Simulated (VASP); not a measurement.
Level of theory: RPBE GGA, VASP's PBE PAW potentials (set 64) (plane waves; VASP 6.6.1).

A VASP calculation is set up with these files.

### POSCAR
```
Hf
1
    1.6141951718    -2.7958680115     0.0000000000
    1.6141951718     2.7958680115     0.0000000000
   -0.0000000000     0.0000000000     5.1081021601
Hf
2
Direct
  0.3333330000   0.6666670000   0.2500000000
  0.6666670000   0.3333330000   0.7500000000
```

### INCAR
```
ENCUT=520
LMAXMIX=6
EDIFF=1E-6   # SCF stop (eV)
IBRION=2   # conjugate gradients
LWAVE=.FALSE.
LASPH=.TRUE.   # aspherical one-centre terms
ISIF=3   # ions, shape and volume
ALGO=Normal
ISMEAR=1   # Methfessel-Paxton
SYSTEM=Hf
NELM=100   # most electronic steps
LCHARG=.FALSE.
EDIFFG=-0.01   # ionic stop
NSW=60
PREC=Accurate
GGA=RP   # RPBE
LREAL=.FALSE.
SIGMA=0.1
```

**KPOINTS**
```
K-points
0
G
12 12 7
0 0 0
```

POTCAR, in this order: Hf_pv (PBE.64 set). Program: vasp_std.

**Question.** What will the output report for the number of irreducible k-points (NKPTS), largest plane-wave count, number of space-group operations, FFT grid (NGX, NGY, NGZ)?

**Answer.** 
```yaml
number of irreducible k-points (NKPTS): 76
largest_plane_wave_count: 1261
number_of_space_group_operations: 24
FFT grid (NGX, NGY, NGZ): 24 × 24 × 40
```

The compound is Hf in the hcp structure. It was relaxed first. The start is the result of an earlier pass.
